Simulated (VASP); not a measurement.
Given:

```
GaN
1.0
    0.00000     2.27507     2.27507
    2.27507     0.00000     2.27507
    2.27507     2.27507     0.00000
Ga N
1 1
Cartesian
  0.00000   0.00000   0.00000
  1.13754   1.13754   1.13754
```

Computed with PBE GGA, VASP's PBE PAW potentials (set 64) (plane waves; VASP). Run with 600 eV cut-off, 10×10×10 Γ-centred mesh, Gaussian smearing of 0.050 eV, potentials Ga_d N.

Each relaxation starts from this cell; other phases were not tried.

### Question
The cell is relaxed at 20 GPa. What happens?

### Answer
The volume per atom goes from 11.78 to 10.69 Å³ (-9.2 %), and the cell becomes a = b = c = 4.406 Å, α = β = γ = 90.00°, space group F-43m. The gap on the mesh goes from 1.54 to 2.16 eV.

### Question
The cell is relaxed at 30 GPa. What happens?

### Answer
The volume per atom goes from 11.78 to 10.31 Å³ (-12.5 %), and the cell becomes a = 4.353 Å, b = 4.353 Å, c = 4.353 Å, α = 90.00°, β = 90.00°, γ = 90.00°, space group F-43m. The gap on the mesh goes from 1.54 to 2.40 eV.

Failed runs are left out, and for metals the shear rows, which the mesh's noise covers.

The compound is GaN in the zinc blende structure, a metastable form; wurtzite is the usual one.
